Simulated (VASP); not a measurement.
Consider the following.

```xyz
6
Lattice="3.2000 0.0000 0.0000 -1.6000 2.7713 0.0000 0.0000 0.0000 16.4132" Properties=species:S:1:pos:R:3 pbc="T T T"
Mo     0.0000     1.8475     1.7900
Mo     1.6000     0.9238     8.0884
Se     0.0000     1.8475     9.7793
Se     0.0000     1.8475     6.3956
S      1.6000     0.9238     0.2518
S      1.6000     0.9238     3.3305
```

Method: PBEsol GGA, VASP's PBE PAW potentials (set 64) (plane waves; VASP). Run with 400 eV cut-off, Gaussian smearing of 0.050 eV, potentials Mo_sv Se S.

The cell holds a wide vacuum, so values per volume refer to the whole cell.

**Question.** Give the energies of bands 17 to 30 at the high-symmetry points, in eV from the valence-band maximum.

**Answer.** 
```tsv
band	Γ	M	K	A	L	H
17	-2.84	-4.74	-4.75	-2.83	-4.74	-4.75
18	-2.24	-3.96	-4.25	-2.24	-3.96	-4.25
19	-2.24	-3.88	-4.25	-2.24	-3.88	-4.25
20	-2.00	-2.73	-3.68	-2.00	-2.73	-3.68
21	-2.00	-2.45	-3.28	-2.00	-2.45	-3.28
22	-1.67	-2.16	-3.28	-1.69	-2.16	-3.28
23	-0.94	-1.70	-2.63	-0.94	-1.70	-2.63
24	-0.94	-1.28	-2.31	-0.94	-1.28	-2.31
25	-0.75	-0.82	-0.69	-0.73	-0.82	-0.69
26	-0.01	-0.40	0.00	-0.02	-0.40	0.00
27	2.10	1.55	0.92	2.10	1.55	0.92
28	2.10	2.07	1.83	2.10	2.07	1.83
29	2.42	2.26	2.15	2.42	2.26	2.15
30	2.42	2.56	2.72	2.42	2.56	2.72
```

The gap is direct, 0.92 eV, from the valence maximum at K to the conduction minimum at K.

The cell is a sheet with vacuum, built from a database entry that may be metastable or hypothetical.
